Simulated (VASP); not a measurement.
Data:

```
CELL_PARAMETERS angstrom
      0.00000     3.25985     3.25985
      3.25985     0.00000     3.25985
      3.25985     3.25985     0.00000
ATOMIC_POSITIONS crystal
  Na 0.00000 0.00000 0.00000
  I  0.50000 0.50000 0.50000
```

The numbers are results of PBE GGA, VASP's PBE PAW potentials (set 64) (plane waves; VASP), not measurements. Numerical set-up: 350 eV cut-off, Gaussian smearing of 0.050 eV, potentials Na_pv I.

Unless said otherwise, spin-orbit coupling is left out, though it shifts the bands of the heavy elements here.

Q: Give the energies of bands 5 to 10 at the high-symmetry points, in eV from the valence-band maximum.

A: 
| band | Γ | X | U | L | W |
|---|---|---|---|---|---|
| 5 | 0.00 | -1.83 | -1.58 | -2.10 | -1.35 |
| 6 | 0.00 | -0.71 | -1.29 | -0.27 | -1.35 |
| 7 | 0.00 | -0.71 | -0.58 | -0.27 | -0.90 |
| 8 | 3.58 | 4.47 | 5.19 | 5.09 | 5.77 |
| 9 | 7.93 | 5.59 | 6.66 | 7.42 | 7.45 |
| 10 | 7.93 | 9.73 | 8.61 | 7.42 | 7.45 |

The gap is direct, 3.58 eV, from the valence maximum at Γ to the conduction minimum at Γ.

Measured: gap 5.90 eV (computed value off by -2.32 eV), as given by Abedi et al., (2022), arXiv:2211.14644.

The compound is NaI in the rock salt structure. It was relaxed first.
